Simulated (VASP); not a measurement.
OSZICAR of a VASP run on Ni (space group P6_3/mmc):

### OSZICAR
```
       N       E                     dE             d eps       ncg     rms          rms(c)
DAV:   1     0.572548729209E+02    0.57255E+02   -0.68987E+03  5688   0.122E+03
DAV:   2    -0.135717594596E+02   -0.70827E+02   -0.66659E+02  5480   0.214E+02
DAV:   3    -0.150106843073E+02   -0.14389E+01   -0.14236E+01  6728   0.403E+01
DAV:   4    -0.150256911926E+02   -0.15007E-01   -0.15006E-01  6840   0.330E+00
DAV:   5    -0.150260255203E+02   -0.33433E-03   -0.33433E-03  6816   0.447E-01    0.163E+01
DAV:   6    -0.138984468685E+02    0.11276E+01   -0.12754E+01  5624   0.758E+01    0.912E+00
DAV:   7    -0.131867815675E+02    0.71167E+00   -0.26816E+00  5824   0.316E+01    0.256E+00
DAV:   8    -0.131566143849E+02    0.30167E-01   -0.14658E-02  8352   0.163E+00    0.128E+00
DAV:   9    -0.131508344449E+02    0.57799E-02   -0.51344E-04  7768   0.278E-01    0.539E-01
DAV:  10    -0.131484068809E+02    0.24276E-02   -0.41451E-04  7992   0.411E-01    0.980E-02
DAV:  11    -0.131484347703E+02   -0.27889E-04   -0.44200E-05  6512   0.879E-02    0.283E-02
DAV:  12    -0.131484240774E+02    0.10693E-04   -0.19751E-06  4984   0.302E-02    0.187E-02
DAV:  13    -0.131484231696E+02    0.90779E-06   -0.18816E-06  4288   0.173E-02
   1 F= -.13148423E+02 E0= -.13085332E+02  d E =-.131484E+02  mag=     1.1653
       N       E                     dE             d eps       ncg     rms          rms(c)
DAV:   1    -0.181399180802E+02   -0.49915E+01   -0.42590E+01  5400   0.116E+02    0.194E+01
DAV:   2    -0.141522082376E+02    0.39877E+01   -0.19877E+01  5680   0.103E+02    0.713E+00
DAV:   3    -0.132543939338E+02    0.89781E+00   -0.31380E+00  5648   0.357E+01    0.303E+00
DAV:   4    -0.131629045315E+02    0.91489E-01   -0.24484E-02  7776   0.185E+00    0.153E+00
DAV:   5    -0.131273653980E+02    0.35539E-01   -0.65188E-03  8296   0.107E+00    0.742E-01
DAV:   6    -0.131247832447E+02    0.25822E-02   -0.35969E-03  6904   0.691E-01    0.202E-01
DAV:   7    -0.131248721522E+02   -0.88907E-04   -0.13749E-04  6536   0.946E-02    0.516E-02
DAV:   8    -0.131248665231E+02    0.56290E-05   -0.52555E-06  6792   0.271E-02    0.211E-02
DAV:   9    -0.131248651522E+02    0.13709E-05   -0.40986E-07  3520   0.901E-03    0.101E-02
DAV:  10    -0.131248648000E+02    0.35224E-06   -0.13956E-07  2904   0.465E-03
   2 F= -.13124865E+02 E0= -.13067025E+02  d E =0.235584E-01  mag=     1.1030
       N       E                     dE             d eps       ncg     rms          rms(c)
DAV:   1    -0.147032407561E+02   -0.15784E+01   -0.12669E+01  5376   0.712E+01    0.103E+01
DAV:   2    -0.136371943117E+02    0.10660E+01   -0.79846E+00  5776   0.537E+01    0.484E+00
DAV:   3    -0.132331491700E+02    0.40405E+00   -0.11118E+00  5504   0.223E+01    0.189E+00
DAV:   4    -0.132035374711E+02    0.29612E-01   -0.14214E-02  6696   0.120E+00    0.847E-01
DAV:   5    -0.131964138913E+02    0.71236E-02   -0.45851E-03  7648   0.767E-01    0.264E-01
DAV:   6    -0.131962786501E+02    0.13524E-03   -0.34037E-04  6584   0.218E-01    0.992E-02
DAV:   7    -0.131963747812E+02   -0.96131E-04   -0.17635E-05  7112   0.442E-02    0.544E-02
DAV:   8    -0.131963851748E+02   -0.10394E-04   -0.86037E-06  7256   0.439E-02    0.163E-02
DAV:   9    -0.131963841913E+02    0.98357E-06   -0.42878E-07  2992   0.112E-02
   3 F= -.13196384E+02 E0= -.13135840E+02  d E =-.479610E-01  mag=     1.1389
       N       E                     dE             d eps       ncg     rms          rms(c)
DAV:   1    -0.131968389931E+02   -0.45382E-03   -0.36496E-03  5424   0.116E+00    0.178E-01
DAV:   2    -0.131965254874E+02    0.31351E-03   -0.20797E-03  5744   0.971E-01    0.857E-02
DAV:   3    -0.131964024617E+02    0.12303E-03   -0.35114E-04  5576   0.390E-01    0.274E-02
DAV:   4    -0.131963932499E+02    0.92118E-05   -0.22749E-06  5832   0.157E-02    0.136E-02
DAV:   5    -0.131963913918E+02    0.18581E-05   -0.72083E-07  3760   0.904E-03    0.270E-03
DAV:   6    -0.131963914521E+02   -0.60317E-07   -0.16500E-07  2784   0.359E-03
   4 F= -.13196391E+02 E0= -.13135893E+02  d E =-.479683E-01  mag=     1.1384
       N       E                     dE             d eps       ncg     rms          rms(c)
DAV:   1    -0.131989065340E+02   -0.25151E-02   -0.58294E-02  6032   0.205E+00    0.326E-01
DAV:   2    -0.131972661104E+02    0.16404E-02   -0.11512E-03  7224   0.668E-01    0.157E-01
DAV:   3    -0.131968049763E+02    0.46113E-03   -0.66611E-04  7416   0.337E-01    0.425E-02
DAV:   4    -0.131968114390E+02   -0.64627E-05   -0.63935E-05  7104   0.139E-01    0.163E-02
DAV:   5    -0.131968035048E+02    0.79341E-05   -0.54401E-06  6280   0.352E-02    0.845E-03
DAV:   6    -0.131968028216E+02    0.68323E-06   -0.10301E-06  3064   0.142E-02
   5 F= -.13196803E+02 E0= -.13136431E+02  d E =-.411369E-03  mag=     1.1392
       N       E                     dE             d eps       ncg     rms          rms(c)
DAV:   1    -0.131973368161E+02   -0.53331E-03   -0.14210E-02  6016   0.101E+00    0.161E-01
DAV:   2    -0.131969373678E+02    0.39945E-03   -0.27620E-04  7272   0.328E-01    0.774E-02
DAV:   3    -0.131968205050E+02    0.11686E-03   -0.16212E-04  7408   0.165E-01    0.210E-02
DAV:   4    -0.131968253771E+02   -0.48721E-05   -0.15245E-05  6968   0.672E-02    0.816E-03
DAV:   5    -0.131968229356E+02    0.24415E-05   -0.11296E-06  3128   0.168E-02    0.421E-03
DAV:   6    -0.131968229236E+02    0.11942E-07   -0.41911E-07  2760   0.734E-03
   6 F= -.13196823E+02 E0= -.13136517E+02  d E =-.431471E-03  mag=     1.1396
```

Which electronic solver shows in the log?

It is blocked Davidson (ALGO = Normal, or the opening steps of other solvers). The INCAR had ALGO = Normal.

How was spin treated?

Collinear spin (ISPIN = 2): the summary line carries one mag value, 1.14 μB in the cell.

Can the final energy be trusted as converged?

Self-consistency was reached. It stopped with EDIFF = 1E-6, NELM = 100, NSW = 50 and EDIFFG = -0.01 after 6 ionic steps (LDA (Ceperley-Alder, Perdew-Zunger), plane waves, VASP's LDA PAW potentials (set 64)). At this cut-off the stress carries a Pulay error, which pulls relaxed volumes low. Energy and stress use the plane-wave basis of the starting cell.

The structure was generated: Ni was put into an ordered model structure, which need not be its known phase. This run relaxes it. Symmetry was kept, so distortions that lower it aren't found. The run is one of a series of settings (EDIFFG = -0.01, IBRION = 2, ISIF = 3, NSW = 50 against the base run), some of them coarse on purpose.
